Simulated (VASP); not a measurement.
SiC (zinc blende), at 1.04 of the tabulated volume:

```
CELL_PARAMETERS angstrom
      0.00000     2.20869     2.20869
      2.20869     0.00000     2.20869
      2.20869     2.20869     0.00000
ATOMIC_POSITIONS crystal
  Si 0.00000 0.00000 0.00000
  C  0.25000 0.25000 0.25000
```

The lowest empty band near X, direction along the valley's axis, from PBE with spin-orbit coupling in VASP (PAW); its two spin partners are averaged. The gap over the points computed is 1.39 eV, and the next band on that side lies 2.79 eV away at the edge.

Run with 520 eV cut-off, 11×11×11 Γ-centred mesh, Gaussian smearing of 0.050 eV, potentials Si C.

```tsv
distance from the edge in k (1/Å)	distance in energy (meV)
0.025	3.5
0.035	6.8
0.050	13.9
0.070	27.2
```

Problem. Fit E(1 + αE) = ħ²k²/2m* (ħ²/2m0 = 3.810 eV Å²) and predict the row at 0.095 1/Å.

Solution. The rows don't resolve α, so a parabola serves: the electron mass is m* = 0.686 m0, and so 50.1 meV. The run gave 50.1 meV, -0.0 meV from the fit.

Left out are points under 3 meV from the edge, since the levels carry 0.1 meV, and points farther than half the way to the next band.

The compound is SiC in the zinc blende structure. The cell was not relaxed at this level.
